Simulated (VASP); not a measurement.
# Rh: Rh into a neighbouring Rh vacancy, part 3 of 4

How hard is this move in Rh: Rh into a neighbouring Rh vacancy? Both ends are relaxed first, then a band of images between them.

VASP 6.6.1; PBEsol; plane waves and PAW (Rh).

So far. Step 2 (Relax the host): The run ended after 3 ionic steps, 0.006 eV below its first step, once forces and stress met EDIFFG = -0.02. Step 3 (Relax the start): The run ended after 7 ionic steps, 0.223 eV below its first step, once the forces on the free atoms met EDIFFG = -0.05.

### Step 4. Relax the end

The end state is relaxed in the same way, so that both ends share their errors.

The input, INCAR:

```
SYSTEM = Rh
PREC = Normal
ENCUT = 280
EDIFF = 1E-05
NELM = 120
ISMEAR = 1
SIGMA = 0.15
LREAL = Auto
ALGO = Fast
GGA = PS
NBANDS = 162
LASPH = .TRUE.
LORBIT = 11
LWAVE = .FALSE.
LCHARG = .FALSE.
KPAR = 6
IBRION = 2
NSW = 60
ISIF = 2
EDIFFG = -0.05
POTIM = 0.4
MAXMIX = 40
ISYM = 0
```

The input, POSCAR:

```
Rh
1.0
    7.5439852488      0.0000000000      0.0000000000
    0.0000000000      7.5439852488      0.0000000000
    0.0000000000      0.0000000000      7.5439852488
Rh
31
Direct
    0.4993137631      0.0027988994     -0.0059672818
    0.7496324083      0.0000874872      0.2462212308
    0.0008823284     -0.0017266232      0.0022864435
    0.2496670405      0.2517740046      0.0032312990
    0.5010151918      0.4976783593     -0.0040146384
    0.7546484293      0.7497049512     -0.0018254674
    0.2503824427     -0.0005074541      0.2522591303
    0.5000899476      0.2500364518      0.2481055644
    0.7512448807      0.4972590966      0.2517653519
    0.5040401392     -0.0040421236      0.4934617337
    0.7516354188      0.2567547794      0.4973464295
    0.7466842571      0.0015614265      0.7477711473
   -0.0013415336      0.4990770993      0.0014104007
    0.2489254954      0.7507367004     -0.0004680106
   -0.0022393233      0.2491521026      0.2474803777
    0.2500172720      0.4970204973      0.2471026074
    0.5038625786      0.7498590023      0.2498570993
    0.0013561437     -0.0011157418      0.4993941256
    0.2511271197      0.2507487179      0.4969265668
    0.5022092901      0.4984346869      0.4972002094
    0.7476127337      0.7489646180      0.5043141661
    0.2468835148      0.0004243802      0.7443323740
    0.4999958459      0.2523848573      0.7493725775
    0.7483315054      0.5006137633      0.7518561854
    0.0017594350      0.7552292622      0.2505545278
   -0.0015705495      0.4996660142      0.4998077978
    0.2502882757      0.7499203927      0.5004612043
   -0.0044296218      0.2521994448      0.7484762980
    0.2468898171      0.5016907540      0.7534923875
    0.5013070761      0.7504272525      0.7475285734
    0.0076128657      0.7523336700      0.7469795946
```

The input, KPOINTS:

```
Automatic mesh
0
Monkhorst-Pack
3 3 3
0 0 0
```

PAW data sets: Rh (PBE family, release 64).

Run with:

```console
$ mpirun -np 6 vasp_std
```

What it wrote:

```text
[... set-up lines as in an earlier step ...]
 entering main loop
       N       E                     dE             d eps       ncg     rms          rms(c)
DAV:   1     0.125334094608E+04    0.12533E+04   -0.91821E+04  4536   0.102E+03
DAV:   2    -0.175959794328E+03   -0.14293E+04   -0.13594E+04  4676   0.284E+02
DAV:   3    -0.265131324312E+03   -0.89172E+02   -0.83260E+02  6248   0.613E+01
DAV:   4    -0.270577534657E+03   -0.54462E+01   -0.52383E+01  5800   0.128E+01
DAV:   5    -0.270786239387E+03   -0.20870E+00   -0.20355E+00  6060   0.239E+00    0.633E+01
RMM:   6    -0.252243741425E+03    0.18542E+02   -0.52613E+01  4539   0.211E+01    0.229E+01
RMM:   7    -0.254895687689E+03   -0.26519E+01   -0.31459E+01  4646   0.118E+01    0.190E+01
RMM:   8    -0.251062537297E+03    0.38332E+01   -0.86651E+00  4566   0.669E+00    0.523E+00
RMM:   9    -0.251212650113E+03   -0.15011E+00   -0.27731E+00  5256   0.224E+00    0.475E+00
RMM:  10    -0.251072186389E+03    0.14046E+00   -0.49545E-01  4753   0.158E+00    0.261E+00
RMM:  11    -0.251157513577E+03   -0.85327E-01   -0.50464E-01  4782   0.163E+00    0.328E+00
RMM:  12    -0.251055909863E+03    0.10160E+00   -0.15645E-01  4610   0.908E-01    0.120E+00
RMM:  13    -0.251044725602E+03    0.11184E-01   -0.60074E-02  5055   0.430E-01    0.479E-01
RMM:  14    -0.251047141185E+03   -0.24156E-02   -0.30798E-02  5448   0.278E-01    0.442E-01
RMM:  15    -0.251046392041E+03    0.74914E-03   -0.94236E-03  5268   0.153E-01    0.221E-01
RMM:  16    -0.251046358399E+03    0.33641E-04   -0.33011E-03  5480   0.848E-02    0.147E-01
RMM:  17    -0.251046185632E+03    0.17277E-03   -0.10500E-03  4741   0.850E-02    0.555E-02
RMM:  18    -0.251046200401E+03   -0.14769E-04   -0.44530E-04  5402   0.298E-02    0.464E-02
RMM:  19    -0.251046183021E+03    0.17380E-04   -0.14640E-04  5035   0.205E-02    0.382E-02
RMM:  20    -0.251046171872E+03    0.11150E-04   -0.63545E-05  3946   0.132E-02    0.258E-02
RMM:  21    -0.251046171908E+03   -0.35958E-07   -0.18586E-05  2748   0.982E-03
   1 F= -.25104617E+03 E0= -.25105781E+03  d E =-.251046E+03
 curvature:   0.00 expect dE= 0.000E+00 dE for cont linesearch  0.000E+00
 trial: gam= 0.00000 g(F)=  0.301E+00 g(S)=  0.000E+00 ort = 0.000E+00 (trialstep = 0.100E+01)
 search vector abs. value=  0.301E+00
 bond charge predicted
       N       E                     dE             d eps       ncg     rms          rms(c)
DAV:   1    -0.251219439163E+03   -0.17327E+00   -0.54716E+01  4584   0.157E+01    0.915E-01
RMM:   2    -0.251238814319E+03   -0.19375E-01   -0.27258E-01  4540   0.167E+00    0.666E-01
RMM:   3    -0.251246179141E+03   -0.73648E-02   -0.77026E-02  5234   0.530E-01    0.799E-01
RMM:   4    -0.251241243592E+03    0.49355E-02   -0.21982E-02  4865   0.289E-01    0.421E-01
RMM:   5    -0.251240133391E+03    0.11102E-02   -0.10992E-02  4938   0.205E-01    0.216E-01
RMM:   6    -0.251240086007E+03    0.47384E-04   -0.45652E-03  5307   0.115E-01    0.106E-01
RMM:   7    -0.251240071297E+03    0.14710E-04   -0.14994E-03  5576   0.577E-02    0.477E-02
RMM:   8    -0.251240100351E+03   -0.29054E-04   -0.39864E-04  5670   0.273E-02    0.467E-02
RMM:   9    -0.251240086465E+03    0.13886E-04   -0.11288E-04  4978   0.191E-02    0.203E-02
RMM:  10    -0.251240090293E+03   -0.38272E-05   -0.46568E-05  3377   0.123E-02
   2 F= -.25124009E+03 E0= -.25125233E+03  d E =-.193918E+00
[...]
3 F= -.25125653E+03 E0= -.25126882E+03  d E =-.210361E+00
[...]
4 F= -.25127661E+03 E0= -.25128892E+03  d E =-.200721E-01
[...]
5 F= -.25128143E+03 E0= -.25129375E+03  d E =-.248936E-01
 curvature:  -1.04 expect dE=-0.355E-02 dE for cont linesearch -0.879E-05
 trial: gam= 0.09081 g(F)=  0.342E-02 g(S)=  0.000E+00 ort = 0.488E-03 (trialstep = 0.123E+01)
 search vector abs. value=  0.374E-02
 bond charge predicted
       N       E                     dE             d eps       ncg     rms          rms(c)
DAV:   1    -0.251283889839E+03   -0.24703E-02   -0.10029E+00  4584   0.213E+00    0.107E-01
RMM:   2    -0.251284151985E+03   -0.26215E-03   -0.42870E-03  4538   0.220E-01    0.683E-02
RMM:   3    -0.251284186618E+03   -0.34634E-04   -0.10746E-03  5156   0.668E-02    0.670E-02
RMM:   4    -0.251284154558E+03    0.32060E-04   -0.29833E-04  4874   0.360E-02    0.299E-02
RMM:   5    -0.251284157816E+03   -0.32575E-05   -0.13239E-04  5133   0.188E-02    0.200E-02
RMM:   6    -0.251284157137E+03    0.67884E-06   -0.26703E-05  2801   0.975E-03
   6 F= -.25128416E+03 E0= -.25129648E+03  d E =-.273024E-02
 trial-energy change:   -0.002730  1 .order   -0.002688   -0.004277   -0.001100
 step:   1.6219(harm=  1.6621)  dis= 0.00494  next Energy=  -251.284331 (dE=-0.290E-02)
 reached required accuracy - stopping structural energy minimisation
```

Wall time 3.3 min (6 MPI ranks of AMD EPYC 9R14 (Zen 4), shared host); peak memory 2.2 GiB; 19 min of CPU time.

From OUTCAR (step 4):

```text
 Found     14 irreducible k-points:

   NELECT =     279.0000    total number of electrons

 E-fermi :  11.4426

 k-point     1 :       0.0000    0.0000    0.0000
  band No.  band energies     occupation
    ...
    135      10.9514      2.00004
    136      11.2233      2.05861
    137      11.2943      2.04782
    138      11.2950      2.04676
    139      11.2958      2.04550
    140      11.6320     -0.07049
    141      11.6329     -0.07035
    142      11.6345     -0.07007
    143      11.8548     -0.00071
    144      11.8554     -0.00070
    ...

 k-point     2 :       0.3333    0.0000    0.0000
  band No.  band energies     occupation
    ...
    137      11.1660      2.02559
    138      11.1667      2.02597
    139      11.1693      2.02721
    140      11.1741      2.02967
    141      11.4054      1.40520
    142      11.5111      0.30901
    143      11.5660      0.00882
    144      11.5664      0.00755
    145      11.6648     -0.05695
    146      11.7209     -0.02479
    ...

  Total       -7.8353211     -7.8284167     -8.1476186     -0.0397673      0.1817844      0.2135672
  in kB      -29.2391597    -29.2133945    -30.4045643     -0.1484002      0.6783670      0.7969712
  external PRESSURE =     -29.6190395 kB  Pullay stress =       0.0000000 kB

 POSITION                                       TOTAL-FORCE (eV/Angst)
 -----------------------------------------------------------------------------------
      3.78226      0.01100      7.53468         0.000650     -0.004008     -0.003615
      5.66090      0.01118      1.86740        -0.003529      0.000857      0.010150
      7.53940      0.01029      7.53568        -0.016249      0.002755      0.000783
      1.88705      1.88741      7.53643         0.008844      0.008997     -0.003071
      3.78257      3.76393      7.53581        -0.002302      0.016937     -0.009158
      5.65978      5.66160      7.53435         0.004802     -0.017746      0.025796
      1.88889      0.00075      1.87818        -0.005951      0.012950      0.003994
      3.78414      1.88854      1.86712        -0.006164      0.000423      0.017203
      5.66075      3.76666      1.87110        -0.002561      0.000221     -0.012776
      3.77443      0.00097      3.76303        -0.007901      0.003776      0.000185
      5.65839      1.88790      3.76387         0.018246      0.006551      0.005424
      5.65939      0.01032      5.65830         0.006342      0.000063     -0.008997
      7.53748      3.76726      7.53797         0.003022     -0.001557     -0.020318
      1.88780      5.66033      7.53602         0.004292     -0.007056      0.003515
      7.53708      1.88821      1.87011         0.005052      0.006247     -0.004157
      1.88780      3.77377      1.87933         0.002648      0.008274     -0.007271
      3.77529      5.65862      1.87667        -0.016898      0.012940      0.020384
      0.00136      0.00242      3.76379         0.003441     -0.008397      0.010148
      1.88578      1.88791      3.76250         0.025260      0.004647      0.014709
      3.77304      3.77479      3.76500        -0.001707     -0.007363     -0.017100
      5.66036      5.65978      3.76430        -0.004901      0.002110      0.000087
      1.88838      0.00271      5.64704        -0.009340     -0.003578      0.023755
      3.78006      1.88806      5.65548         0.007883     -0.004067      0.021503
      5.65916      3.76608      5.65853         0.005445     -0.001284     -0.002553
      0.00370      5.66040      1.87955        -0.016685     -0.004683     -0.005784
      0.00279      3.77459      3.76633        -0.011789      0.001473     -0.020548
      1.88914      5.66105      3.76388        -0.013640     -0.012996      0.002766
      7.53507      1.88916      5.66096         0.024503     -0.011566     -0.030399
      1.88754      3.77441      5.65029        -0.009588     -0.002355      0.001968
      3.77257      5.65963      5.64991         0.008482      0.006825      0.000367
      0.00253      5.66110      5.65107         0.000292     -0.009388     -0.016991
 -----------------------------------------------------------------------------------
    total drift:                               -0.138946     -0.172501      0.479947

  FREE ENERGIE OF THE ION-ELECTRON SYSTEM (eV)
  ---------------------------------------------------
  free  energy   TOTEN  =      -251.2841571367 eV

  energy  without entropy=     -251.3211369586  energy(sigma->0) =     -251.29648374

 total charge
# of ion       s       p       d       tot
------------------------------------------
    1        0.501   0.577   7.343   8.421
    2        0.501   0.577   7.343   8.420
    3        0.501   0.578   7.343   8.422
    4        0.512   0.623   7.352   8.487
    5        0.501   0.577   7.343   8.420
    6        0.512   0.623   7.352   8.487
    7        0.506   0.611   7.366   8.483
    8        0.501   0.577   7.342   8.420
    9        0.501   0.577   7.343   8.421
   10        0.506   0.611   7.366   8.483
   11        0.512   0.623   7.352   8.487
   12        0.501   0.577   7.343   8.421
   13        0.501   0.577   7.343   8.421
   14        0.499   0.622   7.327   8.448
   15        0.501   0.577   7.343   8.421
   16        0.506   0.611   7.366   8.483
   17        0.506   0.611   7.366   8.483
   18        0.506   0.611   7.366   8.483
   19        0.499   0.622   7.327   8.448
   20        0.506   0.612   7.366   8.484
   21        0.499   0.622   7.327   8.447
   22        0.506   0.612   7.366   8.484
   23        0.501   0.578   7.343   8.422
   24        0.501   0.577   7.343   8.421
   25        0.506   0.611   7.366   8.483
   26        0.506   0.611   7.366   8.483
   27        0.506   0.620   7.364   8.490
   28        0.501   0.577   7.343   8.420
   29        0.506   0.611   7.366   8.483
   30        0.506   0.612   7.366   8.484
   31        0.506   0.612   7.366   8.483
--------------------------------------------------
tot         15.622  18.618 227.905 262.145

[... 6 parts as in an earlier step ...]

[... 6 further parts left out ...]
```

The steps of the relaxation:

```csv
step,energy less that of the first step (eV),largest force (eV/Å)
1,0.0000,0.8514
2,-0.1939,0.3445
3,-0.2104,0.2518
4,-0.2304,0.1270
5,-0.2353,0.0937
6,-0.2380,0.0407
```

The atoms that moved most (Å):

```csv
atom,dx,dy,dz,length
Rh31,-0.055,-0.014,0.016,0.059
Rh10,-0.028,0.031,0.040,0.058
Rh11,-0.012,-0.049,0.012,0.052
Rh21,0.020,0.010,-0.040,0.046
Rh29,0.025,-0.010,-0.034,0.043
Rh22,0.026,0.000,0.032,0.041
Rh1,0.015,-0.010,0.036,0.040
Rh25,-0.010,-0.037,-0.011,0.040
```

Final coordinates:

```
Rh
1.0
     7.54399    0.00000    0.00000
     0.00000    7.54399    0.00000
     0.00000    0.00000    7.54399
Rh
31
Cartesian
  3.7823 0.0110 -0.0093
  5.6609 0.0112 1.8674
  -0.0046 0.0103 -0.0083
  1.8870 1.8874 -0.0076
  3.7826 3.7639 -0.0082
  5.6598 5.6616 -0.0096
  1.8889 0.0007 1.8782
  3.7841 1.8885 1.8671
  5.6608 3.7667 1.8711
  3.7744 0.0010 3.7630
  5.6584 1.8879 3.7639
  5.6594 0.0103 5.6583
  -0.0065 3.7673 -0.0060
  1.8878 5.6603 -0.0080
  -0.0069 1.8882 1.8701
  1.8878 3.7738 1.8793
  3.7753 5.6586 1.8767
  0.0014 0.0024 3.7638
  1.8858 1.8879 3.7625
  3.7730 3.7748 3.7650
  5.6604 5.6598 3.7643
  1.8884 0.0027 5.6470
  3.7801 1.8881 5.6555
  5.6592 3.7661 5.6585
  0.0037 5.6604 1.8796
  0.0028 3.7746 3.7663
  1.8891 5.6610 3.7639
  -0.0089 1.8892 5.6610
  1.8875 3.7744 5.6503
  3.7726 5.6596 5.6499
  0.0025 5.6611 5.6511
```

This step gave:

* free energy (TOTEN): -251.2842 eV
* energy at zero smearing: -251.2965 eV

The run ended after 6 ionic steps, 0.238 eV below its first step, once the forces on the free atoms met EDIFFG = -0.05.

(Continued in part 4 of 4.)

[Lines on the potential files, build, host, timing and source positions are cut from VASP's logs without a mark.]

[Logs are printed without paths, hosts, clocks, repeated set-up lines and the standing remarks that a program may print on its own settings, such as how far it seeks lower states.]

[Hosts, paths, dates, database ids (printed as entryN), source tags and the programs' standing remarks are cut or masked in the printed files.]

[Runs that stopped without an error message from VASP are left out.]
